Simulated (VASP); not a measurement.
Input:

```
CELL_PARAMETERS angstrom
     -1.50002     1.50002     1.50002
      1.50002    -1.50002     1.50002
      1.50002     1.50002    -1.50002
ATOMIC_POSITIONS crystal
  Ru 0.00000 0.00000 0.00000
```

Computed with r2SCAN meta-GGA, VASP's PBE PAW potentials (set 64) (plane waves; VASP). Run with 400 eV cut-off, 15×15×15 Γ-centred mesh, first-order Methfessel-Paxton smearing of 0.10 eV, potentials Ru_pv.

Energy and stress use the plane-wave basis of the starting cell.

Task: The ions, cell shape and volume are relaxed. Which structure does the run end with?

Result: 
```
CELL_PARAMETERS angstrom
     -1.51629     1.51629     1.51629
      1.51629    -1.51629     1.51629
      1.51629     1.51629    -1.51629
ATOMIC_POSITIONS crystal
  Ru 0.00000 0.00000 0.00000
```
Space group Im-3m (229), at a tolerance of 0.03 Å.

Task: How do energy and volume change from the first to the last step?

Result: The energy (σ→0) changes by -14.7 meV/atom and the volume by +3.3 %, in 4 ionic steps.

```json
[
 {"step": "1", "E(σ→0) (eV)": "-24.7600", "max force (eV/Å)": "0.000", "pressure (GPa)": "11.03", "volume (Å³)": "13.50"},
 {"step": "2", "E(σ→0) (eV)": "-24.6516", "max force (eV/Å)": "0.000", "pressure (GPa)": "-24.59", "volume (Å³)": "15.40"},
 {"step": "3", "E(σ→0) (eV)": "-24.7747", "max force (eV/Å)": "0.000", "pressure (GPa)": "-0.43", "volume (Å³)": "13.96"},
 {"step": "4", "E(σ→0) (eV)": "-24.7747", "max force (eV/Å)": "0.000", "pressure (GPa)": "0.01", "volume (Å³)": "13.94"}
]
```

The structure was generated: Ru was put into the bcc type (Im-3m), which need not be its known phase. This run relaxes it. Symmetry was kept, so distortions that lower it aren't found.
